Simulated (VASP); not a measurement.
These are PBE GGA with D3 dispersion (Becke-Johnson damping), VASP's PBE PAW potentials (set 64) (plane waves; VASP) values and carry that method's errors.

Input for VASP

### KPOINTS
```
Regular mesh
0
G
4 4 6
```

**INCAR**
```
! general
SYSTEM  = MnF2
PREC    = Accurate
ENCUT   = 520   ! plane-wave cut-off (eV)
LREAL   = .False.   ! projection in real space or not
LASPH   = .True.   ! aspherical one-centre terms

! electronic loop
EDIFF   = 1E-6
NELM    = 100   ! most electronic steps
ALGO    = Normal
LMAXMIX = 4   ! l cut-off of mixed one-centre charges

! smearing
ISMEAR  = 0   ! Gaussian
SIGMA   = 0.05   ! width (eV)

! functional
GGA     = PE   ! PBE
IVDW    = 12   ! D3, Becke-Johnson

! spin
ISPIN   = 2   ! spin-polarised
MAGMOM  = 5.0 -5.0 0.0 0.0 0.0 0.0

! ions
IBRION  = 2
NSW     = 60
ISIF    = 3   ! ions, shape and volume
EDIFFG  = -0.02   ! ionic stop

! output
LWAVE   = .False.
LCHARG  = .False.
LORBIT  = 10
```

POSCAR:
```
MnF2
1
    4.8864165545     0.0000000000     0.0000000000
    0.0000000000     4.8864165545     0.0000000000
    0.0000000000     0.0000000000     3.3254997615
Mn F
2 4
Direct
  0.0000000000   1.0000000000   1.0000000000
  0.5000000000   0.5000000000   0.5000000000
  0.3043025362   0.3043025362   0.0000000000
  0.8043025362   0.1956974638   0.5000000000
  0.1956974638   0.8043025362   0.5000000000
  0.6956974638   0.6956974638   1.0000000000
```

POTCAR, in this order: Mn_pv F (PBE.64 set). Program: vasp_std.

What VASP printed:

### OSZICAR
```
       N       E                     dE             d eps       ncg     rms          rms(c)
DAV:   1     0.711870681641E+03    0.71187E+03   -0.31688E+04  3128   0.190E+03
DAV:   2     0.333069262949E+02   -0.67856E+03   -0.65540E+03  3416   0.545E+02
DAV:   3    -0.410166960818E+02   -0.74324E+02   -0.73622E+02  3480   0.186E+02
DAV:   4    -0.432062753489E+02   -0.21896E+01   -0.21296E+01  3640   0.307E+01
DAV:   5    -0.432438331307E+02   -0.37558E-01   -0.37531E-01  3272   0.456E+00    0.202E+01
DAV:   6    -0.392262820754E+02    0.40176E+01   -0.24735E+01  3696   0.359E+01    0.141E+01
DAV:   7    -0.394041973904E+02   -0.17792E+00   -0.19817E+00  3232   0.103E+01    0.101E+01
DAV:   8    -0.390600238192E+02    0.34417E+00   -0.86949E-01  3168   0.873E+00    0.374E+00
DAV:   9    -0.394286560635E+02   -0.36863E+00   -0.24640E-01  3584   0.535E+00    0.127E+00
DAV:  10    -0.394308250258E+02   -0.21690E-02   -0.30907E-02  3320   0.116E+00    0.188E-01
DAV:  11    -0.394310971816E+02   -0.27216E-03   -0.10639E-03  3504   0.287E-01    0.721E-02
DAV:  12    -0.394313319497E+02   -0.23477E-03   -0.12671E-04  3264   0.809E-02    0.489E-02
DAV:  13    -0.394313615258E+02   -0.29576E-04   -0.40101E-05  3464   0.410E-02    0.144E-02
DAV:  14    -0.394313672480E+02   -0.57222E-05   -0.68349E-06  3088   0.216E-02    0.573E-03
DAV:  15    -0.394313672828E+02   -0.34818E-07   -0.11998E-06  2056   0.868E-03
   1 F= -.40311371E+02 E0= -.40311371E+02  d E =-.403114E+02  mag=    -0.0000
       N       E                     dE             d eps       ncg     rms          rms(c)
DAV:   1    -0.394338575557E+02   -0.24903E-02   -0.25459E-01  3320   0.431E+00    0.604E-01
DAV:   2    -0.394296607203E+02    0.41968E-02   -0.16367E-02  3368   0.994E-01    0.366E-01
DAV:   3    -0.394295631271E+02    0.97593E-04   -0.13907E-03  3608   0.319E-01    0.135E-01
DAV:   4    -0.394294954901E+02    0.67637E-04   -0.78750E-05  3904   0.734E-02    0.854E-02
DAV:   5    -0.394294716848E+02    0.23805E-04   -0.29650E-05  3480   0.487E-02    0.270E-02
DAV:   6    -0.394294729274E+02   -0.12426E-05   -0.58613E-06  3104   0.208E-02    0.462E-03
DAV:   7    -0.394294731369E+02   -0.20949E-06   -0.32938E-07  1648   0.587E-03
   2 F= -.40311928E+02 E0= -.40311928E+02  d E =-.556225E-03  mag=    -0.0000
       N       E                     dE             d eps       ncg     rms          rms(c)
DAV:   1    -0.394300557158E+02   -0.58279E-03   -0.12760E-01  3336   0.305E+00    0.427E-01
DAV:   2    -0.394279569791E+02    0.20987E-02   -0.81713E-03  3352   0.704E-01    0.260E-01
DAV:   3    -0.394279077503E+02    0.49229E-04   -0.69604E-04  3608   0.225E-01    0.958E-02
DAV:   4    -0.394278740562E+02    0.33694E-04   -0.39707E-05  3912   0.521E-02    0.608E-02
DAV:   5    -0.394278627588E+02    0.11297E-04   -0.15024E-05  3480   0.347E-02    0.191E-02
DAV:   6    -0.394278633119E+02   -0.55309E-06   -0.29246E-06  2832   0.149E-02
   3 F= -.40312058E+02 E0= -.40312058E+02  d E =-.686764E-03  mag=     0.0000
       N       E                     dE             d eps       ncg     rms          rms(c)
DAV:   1    -0.394297482791E+02   -0.18855E-02   -0.21347E-01  3104   0.346E+00    0.272E-01
DAV:   2    -0.394292783606E+02    0.46992E-03   -0.68733E-03  3168   0.619E-01    0.157E-01
DAV:   3    -0.394292386345E+02    0.39726E-04   -0.34679E-04  3664   0.161E-01    0.662E-02
DAV:   4    -0.394292177425E+02    0.20892E-04   -0.21755E-05  4024   0.393E-02    0.400E-02
DAV:   5    -0.394292101884E+02    0.75540E-05   -0.91064E-06  3848   0.272E-02    0.140E-02
DAV:   6    -0.394292104844E+02   -0.29591E-06   -0.13290E-06  2056   0.975E-03
   4 F= -.40312336E+02 E0= -.40312336E+02  d E =-.277431E-03  mag=     0.0000
```

### OUTCAR
```
------------------------ aborting loop because EDIFF is reached ----------------------------------------
 Edisp (eV)   -0.88313
  FORCE on cell =-STRESS in cart. coord.  units (eV):
  Direction    XX          YY          ZZ          XY          YZ          ZX
  --------------------------------------------------------------------------------------
  Total       0.03995     0.03995    -0.01119    -0.00000     0.00000     0.00000
  in kB       0.80891     0.80891    -0.22655    -0.00000     0.00000     0.00000
  external pressure =        0.46 kB  Pullay stress =        0.00 kB
  volume of cell :       79.14
      direct lattice vectors                 reciprocal lattice vectors
     4.884162336 -0.000000000  0.000000000     0.204743399 -0.000000000  0.000000000
     0.000000000  4.884162336  0.000000000     0.000000000  0.204743399  0.000000000
     0.000000000  0.000000000  3.317351535     0.000000000  0.000000000  0.301445291
 POSITION                                       TOTAL-FORCE (eV/Angst)
 -----------------------------------------------------------------------------------
      4.88416     -0.00000      0.00000         0.000000     -0.000000      0.000000
      2.44208      2.44208      1.65868         0.000000     -0.000000      0.000000
      1.48180      1.48180      0.00000        -0.006890     -0.006890      0.000000
      3.92388      0.96028      1.65868        -0.006890      0.006890     -0.000000
      0.96028      3.92388      1.65868         0.006890     -0.006890      0.000000
      3.40236      3.40236      3.31735         0.006890      0.006890     -0.000000
 -----------------------------------------------------------------------------------
    total drift:                                0.000000      0.000000     -0.000000
  FREE ENERGIE OF THE ION-ELECTRON SYSTEM (eV)
  ---------------------------------------------------
  free  energy   TOTEN  =       -40.3123355119 eV

  energy  without entropy=      -40.3123355119  energy(sigma->0) =      -40.31233551

 total charge

# of ion       s       p       d       tot
------------------------------------------
    1        0.161   6.142   4.956  11.259
    2        0.161   6.142   4.956  11.259
    3        1.735   4.363   0.000   6.098
    4        1.735   4.363   0.000   6.098
    5        1.735   4.363   0.000   6.098
    6        1.735   4.363   0.000   6.098
--------------------------------------------------
tot          7.261  29.734   9.913  46.909

 magnetization (x)

# of ion       s       p       d       tot
------------------------------------------
    1        0.017   0.016   4.504   4.538
    2       -0.017  -0.016  -4.504  -4.538
    3       -0.002  -0.024   0.000  -0.026
    4        0.002   0.024   0.000   0.026
    5        0.002   0.024   0.000   0.026
    6       -0.002  -0.024   0.000  -0.026
--------------------------------------------------
tot         -0.000   0.000   0.000  -0.000

 reached required accuracy - stopping structural energy minimisation
```
(Selected blocks of OUTCAR.)

**CONTCAR**
```
MnF2
   1.00000000000000
     4.8841623358983979   -0.0000000000000000    0.0000000000000000
     0.0000000000000000    4.8841623358983979    0.0000000000000000
     0.0000000000000000    0.0000000000000000    3.3173515352441978
  Mn              F
     2     4
Direct
     1.0000000000000000    0.0000000000000000    0.0000000000000000
     0.5000000000000000    0.5000000000000000    0.5000000000000000
     0.3033885259327109    0.3033885259327109    0.0000000000000000
     0.8033885259327108    0.1966114740672891    0.5000000000000000
     0.1966114740672891    0.8033885259327108    0.5000000000000000
     0.6966114740672892    0.6966114740672892    1.0000000000000000
```

OUTCAR:
```
 val. band max:        2.6329282377   @ k =   0.5000   0.0000   0.0000

 cond. band min:       4.8850953174   @ k =   0.0000   0.0000   0.0000


 Fermi energy:         3.0137477966

 spin component 1

 k-point     1 :       0.0000    0.0000    0.0000
  band No.  band energies     occupation
      1     -46.8125      1.00000
      2     -46.7426      1.00000
      3     -46.7406      1.00000
      4     -41.8891      1.00000
      5     -41.8228      1.00000
      6     -41.8208      1.00000
      7     -21.2604      1.00000
      8     -20.7526      1.00000
      9     -20.7384      1.00000
     10     -20.6845      1.00000
     11      -4.7024      1.00000
     12      -3.7362      1.00000
     13      -3.2744      1.00000
     14      -3.1648      1.00000
     15      -2.7438      1.00000
     16      -2.7246      1.00000
     17      -2.6920      1.00000
     18      -2.6714      1.00000
     19      -1.8030      1.00000
     20      -1.4296      1.00000
     21      -1.4153      1.00000
     22      -1.1217      1.00000
     23       0.9928      1.00000
     24       1.2390      1.00000
     25       1.4020      1.00000
     26       2.2913      1.00000
     27       2.5712      1.00000
     28       4.8851      0.00000
     29       5.2351      0.00000
     30       5.7311      0.00000
     31       5.7325      0.00000
     32       6.6646      0.00000

 k-point     2 :       0.2500    0.0000    0.0000
  band No.  band energies     occupation
      1     -46.8125      1.00000
      2     -46.7426      1.00000
      3     -46.7406      1.00000
      4     -41.8891      1.00000
      5     -41.8228      1.00000
      6     -41.8208      1.00000
      7     -21.1929      1.00000
      8     -20.8428      1.00000
      9     -20.7214      1.00000
     10     -20.6852      1.00000
     11      -4.4833      1.00000
     12      -3.7415      1.00000
     13      -3.1795      1.00000
     14      -3.1459      1.00000
...
```

The compound is MnF2 in the rutile structure. This run relaxes it. Symmetry was kept, so distortions that lower it aren't found. The start is the result of an earlier pass.
